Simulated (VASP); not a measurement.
Consider the following.

```xyz
4
Lattice="3.4629 0.0000 0.0000 0.0000 3.4629 0.0000 0.0000 0.0000 3.4629" Properties=species:S:1:pos:R:3 pbc="T T T"
Si     0.0000     0.0000     0.0000
Ni     0.0000     1.7314     1.7314
Ni     1.7314     0.0000     1.7314
Ni     1.7314     1.7314     0.0000
```

Method: rev-vdW-DF2, VASP's PBE PAW potentials (set 64) (plane waves; VASP). Run with 520 eV cut-off, 8×8×8 Γ-centred mesh, first-order Methfessel-Paxton smearing of 0.10 eV, potentials Si Ni.

Energy and stress use the plane-wave basis of the starting cell.

### Question
The ions, cell shape and volume are relaxed. What does this cell relax into?

### Answer

```xyz
4
Lattice="3.4886 0.0000 0.0000 0.0000 3.4886 0.0000 0.0000 0.0000 3.4886" Properties=species:S:1:pos:R:3 pbc="T T T"
Si     0.0000     0.0000     0.0000
Ni     0.0000     1.7443     1.7443
Ni     1.7443     0.0000     1.7443
Ni     1.7443     1.7443     0.0000
```
Space group Pm-3m (221), at a tolerance of 0.03 Å.

### Question
How do energy and volume change from the first to the last step?

### Answer
The energy (σ→0) changes by -3.7 meV/atom and the volume by +2.2 %, in 3 ionic steps.

The compound is Ni3Si in the L1_2 structure. This run relaxes it. Symmetry was kept, so distortions that lower it aren't found. The run is not spin-polarised, so no magnetic state was tried.
